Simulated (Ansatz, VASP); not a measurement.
# Si2Ni (NiSi2 strained to the junction's net) in two plane-wave programs

Aim: how closely do two programs agree when they are given the same cell, functional and k mesh? The cell is generated by rule, not measured, and may not be a known phase. The structure shown is the start of the Ansatz relaxation below; VASP solves that cell, so the two are compared at the walk's first step.

Main program and level: Ansatz 0.2.0; plane waves, with VASP 6.6.1 beside it; single point at PBE.

## Step 1: Set-up

Symmetry: R-3m, No. 166, trigonal system. Conventional cell: a = 3.820 Å, b = 3.820 Å, c = 9.439 Å, α = 90.00°, β = 90.00°, γ = 120.00°. Si has 4 Ni at 2.34 to 2.36 Å nearest. Ni has 8 Si at 2.34 to 2.36 Å nearest. Farther neighbours are not listed.

Structure file:

```cif
data_structure
_symmetry_space_group_name_H-M 'R-3m:H'
_symmetry_Int_Tables_number 166
_cell_length_a 3.8200
_cell_length_b 3.8200
_cell_length_c 9.4386
_cell_angle_alpha 90.000
_cell_angle_beta 90.000
_cell_angle_gamma 120.000
_cell_volume 119.28
loop_
_atom_site_label
_atom_site_type_symbol
_atom_site_symmetry_multiplicity
_atom_site_Wyckoff_symbol
_atom_site_fract_x
_atom_site_fract_y
_atom_site_fract_z
_atom_site_occupancy
Si1 Si 6 c 0.00000 0.00000 0.75000 1
Ni1 Ni 3 b 0.66667 0.33333 0.83333 1
```

## Step 2: Ansatz: relaxation, PBE

Ansatz runs on its default PAW (the set named soft_2) files.

The two programs are compared at the cell with which this relaxation starts, whose forces are those of its first step.

input.yaml reads:

```yaml
crystal:
  lattice:
    - [3.82, 0.0, 0.0]
    - [-1.91, 3.3082170425, 0.0]
    - [0.0, 0.0, 9.4386254325]
  atoms:
    - { symbol: Si, position: [0.0, 0.0, 0.0] }
    - { symbol: Ni, position: [0.3333333333, 0.6666666667, 0.0833333333] }
    - { symbol: Si, position: [0.6666666667, 0.3333333333, 0.1666666667] }
    - { symbol: Si, position: [0.3333333333, 0.6666666667, 0.3333333333] }
    - { symbol: Ni, position: [0.6666666667, 0.3333333333, 0.4166666667] }
    - { symbol: Si, position: [0.0, 0.0, 0.5] }
    - { symbol: Si, position: [0.6666666667, 0.3333333333, 0.6666666667] }
    - { symbol: Ni, position: [0.0, 0.0, 0.75] }
    - { symbol: Si, position: [0.3333333333, 0.6666666667, 0.8333333333] }
kpoints:
  mp_grid: { grid: [12, 12, 3] }
scf:
  occupations: { method: fermi_dirac, width: 0.1 }
  max_iter: 150
hamiltonian:
  xc: pbe
relax:
  f_tol: 0.01
  max_steps: 40
  cell: { fix: [a, b, angles] }
```

The run is started by

```console
$ ansatz run input.yaml --threads 8 --pin off --max-ram 24576MiB --backend cpu --events-out ev --progress --plain --runs-dir out
```

Numbers of over 12 decimals in the logs are rounded to 6 here.

The log of the run:

```text
Engine: ansatz 0.2.0, aarch64-unknown-linux-gnu
Pseudopotentials: kind: paw
Pseudopotential: Si, paw, valence charge 4, recommended cutoff 420 eV (normal), Si.paw.azcp
Pseudopotential: Ni, paw, valence charge 18, recommended cutoff 420 eV (normal), Ni.paw.azcp
Functional definition: PBE
  parameter kappa = 0.804
  parameter beta = 0.066725
  exchange = pbe_x(kappa = kappa, mu = beta*pi^2/3)
  correlation = pbe_c(beta = beta)
Crystal: 9 atoms, lattice volume = 119.280 Å³
Basis set: ecut = 420 eV, 2287 PW (Γ), exchange–correlation on 54×54×128 points (8 copies of the dense FFT grid, shifted against one another)
Bands: 48, of which v1, the nominal top of the filled ones, is band 39 counted from 1 (38 counted from 0)
Symmetry: 36 space group operations
Space group: R-3m (ITA 166), of the structure as read, at distance tolerance 4.9e-5 Å
k-points: 50 of 432
Non-local potential: Si, projectors of the file, l = 0: 2, l = 1: 2, l = 2: 2
Non-local potential: Ni, projectors of the file, l = 0: 3, l = 1: 2, l = 2: 3, l = 3: 1
PAW form: soft (Blöchl's): semilocal exchange-correlation on the pseudo side does not see the compensation charge
PAW one-centre angular grid: Si, 110 points (default); XC on 64 Gauss nodes
PAW one-centre angular grid: Ni, 590 points (default); XC on 64 Gauss nodes
Initial density: superposition of atomic densities (neutral atoms: chi_scale 0, normalization atom), corrected by the library's trained network
Initial wavefunctions: pseudopotential atomic-orbital guess
Functional: x = pbe(κ = 0.804, μ = 0.219515), c = pbe(β = 0.066725)
SCF iter   1: F=—  HF=-21337.245546 eV  |F-HF|=—  |Δ(HF+E_count)|=         —  Δρ=1.05e-2  dr2=9.38e-2  ethr=1.77e-3  ⟨swp⟩=7.7  Hψ=10282  notcnv=0
preconditioner: auto → Kerker (q_TF=auto, 2.542 Å⁻¹)  [metal: Δε(μ)=0.019 eV  Ē_g=7.374 eV  σ=0.100 eV  W_gap=0.05  n_scr=36 (ndim 8)  ℏωp=25.0 eV  f_vac=0.000  D(μ)=2.68/eV (n_scr^D=24)]
SCF iter   2: F=—  HF=-21337.236723 eV  |F-HF|=—  |Δ(HF+E_count)|=   8.82e-3  Δρ=4.24e-3  dr2=1.86e-2  ethr=1.20e-4  ⟨swp⟩=2.0  Hψ=3062  notcnv=0  defer=1
SCF iter   3: F=—  HF=-21337.234765 eV  |F-HF|=—  |Δ(HF+E_count)|=   1.96e-3  Δρ=5.46e-4  dr2=2.90e-4  ethr=2.38e-5  ⟨swp⟩=1.3  Hψ=2557  notcnv=0  defer=2
SCF iter   4: F=—  HF=-21337.234917 eV  |F-HF|=—  |Δ(HF+E_count)|=   1.52e-4  Δρ=2.06e-4  dr2=6.72e-5  ethr=3.72e-7  ⟨swp⟩=2.0  Hψ=4291  notcnv=0  defer=2
SCF iter   5: F=—  HF=-21337.234909 eV  |F-HF|=—  |Δ(HF+E_count)|=   7.78e-6  Δρ=2.10e-4  dr2=3.85e-5  ethr=8.62e-8  ⟨swp⟩=2.0  Hψ=3720  notcnv=0  defer=2
SCF iter   6: F=—  HF=-21337.234912 eV  |F-HF|=—  |Δ(HF+E_count)|=   2.91e-6  Δρ=7.67e-5  dr2=5.94e-6  ethr=4.94e-8  ⟨swp⟩=2.0  Hψ=3387  notcnv=0  defer=2
SCF iter   7: F=—  HF=-21337.234914 eV  |F-HF|=—  |Δ(HF+E_count)|=   1.65e-6  Δρ=1.20e-5  dr2=2.42e-7  ethr=7.62e-9  ⟨swp⟩=2.1  Hψ=3319  notcnv=0  defer=2
SCF iter   8: F=-21337.234914 eV  HF=-21337.234914 eV  |F-HF|=3.67e-10  |Δ(HF+E_count)|=   1.48e-7  Δρ=2.51e-6  dr2=1.19e-8  ethr=1.28e-10  ⟨swp⟩=4.1  Hψ=8506  notcnv=0
SCF 1 converged in 8 iterations: F = -21337.234914 eV  dr2 = 1.19e-8
  greatest PAW one-centre occupation: 1.000 electrons in one spin orbital (limit 2), on the Ni atom at site 7 (counted from 0), in its partial waves of l = 1
relax step   1: F+E_penalty+E_count = -21337.23491371 eV  Δ(F+E_penalty+E_count) = +0.000e0 eV  max|allowed force component| = 1.022e-1 eV/Å  Δτ_max = 0.0000 Å  P = +2.224 GPa  Ω = 119.280 Å³  fix = [a, b, alpha, beta, gamma]  reactions: a +2.489, b +2.489 GPa  (8 SCF iters, dr2 threshold 1.00e-7 eV, accepted)
[...]
relax step   2: F+E_penalty+E_count = -21337.24253111 eV  Δ(F+E_penalty+E_count) = -7.617e-3 eV  max|allowed force component| = 6.340e-2 eV/Å  Δτ_max = 0.0071 Å  P = +1.513 GPa  Ω = 119.848 Å³  energy of the carried Pulay correction = -1.604e-4 eV  fix = [a, b, alpha, beta, gamma]  reactions: a +1.925, b +1.925 GPa  (6 SCF iters, dr2 threshold 9.00e-7 eV, accepted)
[...]
relax step   3: F+E_penalty+E_count = -21337.24520712 eV  Δ(F+E_penalty+E_count) = -2.676e-3 eV  max|allowed force component| = 6.899e-3 eV/Å  Δτ_max = 0.0087 Å  P = +0.884 GPa  Ω = 120.368 Å³  energy of the carried Pulay correction = -3.061e-4 eV  fix = [a, b, alpha, beta, gamma]  reactions: a +1.365, b +1.365 GPa  (6 SCF iters, dr2 threshold 9.00e-7 eV, accepted)
[...]
relax step   4: F+E_penalty+E_count = -21337.24522637 eV  Δ(F+E_penalty+E_count) = -1.925e-5 eV  max|allowed force component| = 1.263e-3 eV/Å  Δτ_max = 0.0005 Å  P = +0.899 GPa  Ω = 120.356 Å³  energy of the carried Pulay correction = -3.027e-4 eV  fix = [a, b, alpha, beta, gamma]  reactions: a +1.358, b +1.358 GPa  (6 SCF iters, dr2 threshold 1.59e-8 eV, accepted)
[...]
relax step   5: F+E_penalty+E_count = -21337.24552743 eV  Δ(F+E_penalty+E_count) = -3.011e-4 eV  max|allowed force component| = 1.318e-3 eV/Å  Δτ_max = 0.0000 Å  P = +0.900 GPa  Ω = 120.356 Å³  fix = [a, b, alpha, beta, gamma]  reactions: a +1.359, b +1.359 GPa  stress off target by 1.76e-2 GPa on what of the cell is left free  SCF on the basis re-selected at this cell (its energy is not comparable with the rows above)  (6 SCF iters)
basis re-selected at this cell: Δ(F+E_penalty+E_count) = -3.011e-4 eV, ΔP = +0.001 GPa vs the last step (what re-selecting the basis moved, of the pressure what is left beyond the Pulay correction that the steps carried, after the strain that the cell walked since its last selection, with what the two solves' SCF thresholds leave and, on support functions, any second-order correction that the steps lacked; it is no m [...]
SCF converged after 6 iterations
Free energy (F): -21337.245527 eV
Harris-Foulkes:  -21337.245527 eV  (|F-HF|=1.09e-11)
Internal energy: -21337.158418 eV  (E = F + TS)
E sigma→0 (E₀):  -21337.201973 eV
Entropy (-TS):   -0.087109 eV (-9.679 meV/atom)
Fermi energy:    12.977919 eV
--- Per-component energies (eV) ---
  E_band       = -1048.060129
  E_kinetic    = 1108.847493
  E_local      = -14778.456321  (includes V_loc(G=0)·N_el)
  E_nonlocal   = 2038.649246
  E_hartree    = 6389.151311
  E_xc         = -596.930228
  E_vxc        = -624.274010  (∫ρ·V_xc dr)
  E_paw        = -7954.127055  (= ΣΔE_a)
  E_vpaw       = -1571.131189  (= ΣTr[D̂ρ^β])
  E_aug_tail   = 0.001666  (compensation charges beyond the density's cutoff)
  E_ewald      = -7544.294530
  E_smearing   = -0.087109  (= −TS)
  E_closure    = -0.000000  (closes the sum)
  Σ components = -21337.245527   (vs F -21337.245527, Δ=0.00e0)
--- Forces (eV/Å), atoms counted from 1 ---
  atom   1  Si     0.00000000    -0.00000000    -0.00131820
  atom   2  Ni     0.00000000    -0.00000000     0.00000000
  atom   3  Si    -0.00000000     0.00000000     0.00131820
  atom   4  Si     0.00000000    -0.00000000    -0.00131820
  atom   5  Ni     0.00000000     0.00000000     0.00000000
  atom   6  Si     0.00000000     0.00000000     0.00131820
  atom   7  Si    -0.00000000    -0.00000000    -0.00131820
  atom   8  Ni    -0.00000000     0.00000000     0.00000000
  atom   9  Si     0.00000000     0.00000000     0.00131820
  max |Σ_I F_I| component: 2.47e-17 eV/Å
--- Stress (GPa, compression-positive) ---
        1.358938      -0.000000      -0.000000
       -0.000000       1.358938      -0.000000
       -0.000000      -0.000000      -0.017583
  P = ⅓ Tr σ = 0.9001 GPa (9.001 kbar)
--- Relaxed structure (4 steps of the walk, 4 accepted, 1 SCFs on fresh bases) ---
  F+E_penalty+E_count = -21337.24552743 eV   max|allowed force component| = 1.318e-3 eV/Å   (the final SCF, on the basis selected at the relaxed cell)
  cell:  # Å, volume = 120.3556 Å³
    - [3.820000, 0, 0]
    - [-1.910000, 3.308217, 0]
    - [0, 0, 9.523770]
  atoms:
    - { symbol: Si, position: [-5.482609758240333e-19, 0, -0.00173086] }
    - { symbol: Ni, position: [0.333333, 0.666667, 0.083333] }
    - { symbol: Si, position: [0.666667, 0.333333, 0.168398] }
    - { symbol: Si, position: [0.333333, 0.666667, 0.331602] }
    - { symbol: Ni, position: [0.666667, 0.333333, 0.416667] }
    - { symbol: Si, position: [5.482609758240331e-19, 0, 0.501731] }
    - { symbol: Si, position: [0.666667, 0.333333, 0.664936] }
    - { symbol: Ni, position: [0, 0, 0.750000] }
    - { symbol: Si, position: [0.333333, 0.666667, 0.835064] }
```

## Step 3: VASP: single point, PBE, start cell

The same cell, functional, mesh and smearing now go to VASP, with its own data sets.

Lines of VASP's logs that name or quote its potential files are left out, and so is its time.

INCAR reads:

```
SYSTEM = Si2Ni
PREC = Accurate
ENCUT = 520
EDIFF = 1E-06
NELM = 120
ISMEAR = -1
SIGMA = 0.1
LREAL = .FALSE.
ALGO = Normal
GGA = PE
NBANDS = 36
LASPH = .TRUE.
LORBIT = 11
LWAVE = .FALSE.
LCHARG = .FALSE.
ISIF = 2
GGA_COMPAT = .FALSE.
KPAR = 2
```

POSCAR reads:

```
Si2Ni
1.0
    3.8200000000      0.0000000000      0.0000000000
   -1.9100000000      3.3082170000      0.0000000000
    0.0000000000      0.0000000000      9.4386250000
Si Ni
6 3
Direct
    0.0000000000      0.0000000000      0.0000000000
    0.6666666667      0.3333333333      0.1666666490
    0.3333333333      0.6666666667      0.3333332980
    0.0000000000      0.0000000000      0.5000000530
    0.6666666667      0.3333333333      0.6666667020
    0.3333333333      0.6666666667      0.8333333510
    0.3333333333      0.6666666667      0.0833333245
    0.6666666667      0.3333333333      0.4166667285
    0.0000000000      0.0000000000      0.7500000265
```

KPOINTS reads:

```
Automatic mesh
0
Gamma
12 12 3
0 0 0
```

The projector-augmented-wave data sets are Si and Ni (PBE family, release 64).

The run is started by

```console
$ mpirun -np 2 vasp_std
```

The log of the run:

```text
[banner, memory and clock lines left out]
running    2 mpi-ranks, on    1 nodes
 distrk:  each k-point on    1 cores,    2 groups
 distr:  one band on    1 cores,    1 groups

 POSCAR found type information on POSCAR SiNi
 POSCAR found :  2 types and       9 ions
 LDA part: xc-table for (Slater+PW92), standard interpolation
 POSCAR, INCAR and KPOINTS ok, starting setup
 FFT: planning ... GRIDC
 FFT: planning ... GRID_SOFT
 FFT: planning ... GRID
 WAVECAR not read
 entering main loop
       N       E                     dE             d eps       ncg     rms          rms(c)
DAV:   1     0.336059965062E+03    0.33606E+03   -0.22956E+04  3600   0.158E+03
DAV:   2    -0.275200107279E+02   -0.36358E+03   -0.34974E+03  3608   0.346E+02
DAV:   3    -0.570080638014E+02   -0.29488E+02   -0.28323E+02  4280   0.111E+02
DAV:   4    -0.581782272761E+02   -0.11702E+01   -0.11601E+01  4436   0.205E+01
DAV:   5    -0.582165922021E+02   -0.38365E-01   -0.38321E-01  4728   0.371E+00    0.282E+01
DAV:   6    -0.717342038462E+02   -0.13518E+02   -0.17418E+02  4576   0.198E+02    0.436E+01
DAV:   7    -0.531137365256E+02    0.18620E+02   -0.44242E+01  4348   0.114E+02    0.106E+01
DAV:   8    -0.523923747650E+02    0.72136E+00   -0.15046E+01  5444   0.483E+01    0.665E+00
DAV:   9    -0.521317349458E+02    0.26064E+00   -0.21928E+00  5096   0.185E+01    0.161E+00
DAV:  10    -0.521342970990E+02   -0.25622E-02   -0.47822E-02  4600   0.209E+00    0.952E-01
DAV:  11    -0.521316024716E+02    0.26946E-02   -0.97491E-03  4060   0.455E-01    0.469E-01
DAV:  12    -0.521312036409E+02    0.39883E-03   -0.35111E-03  4668   0.859E-01    0.183E-01
DAV:  13    -0.521311404869E+02    0.63154E-04   -0.52801E-04  4588   0.367E-01    0.239E-02
DAV:  14    -0.521311455746E+02   -0.50877E-05   -0.57759E-05  4748   0.725E-02    0.237E-02
DAV:  15    -0.521311461252E+02   -0.55056E-06   -0.36047E-06  3808   0.138E-02
   1 F= -.52131146E+02 E0= -.52087245E+02  d E =-.878022E-01
```

(Continued in part 2 of 2.)

[Lines on the potential files, build, host, timing and source positions are cut from VASP's logs without a mark.]

[Logs are printed without paths, hosts, clocks, repeated set-up lines and the standing remarks that a program may print on its own settings, such as how far it seeks lower states.]

[Hosts, paths, dates, database ids (printed as entryN), source tags and the programs' standing remarks are cut or masked in the printed files.]
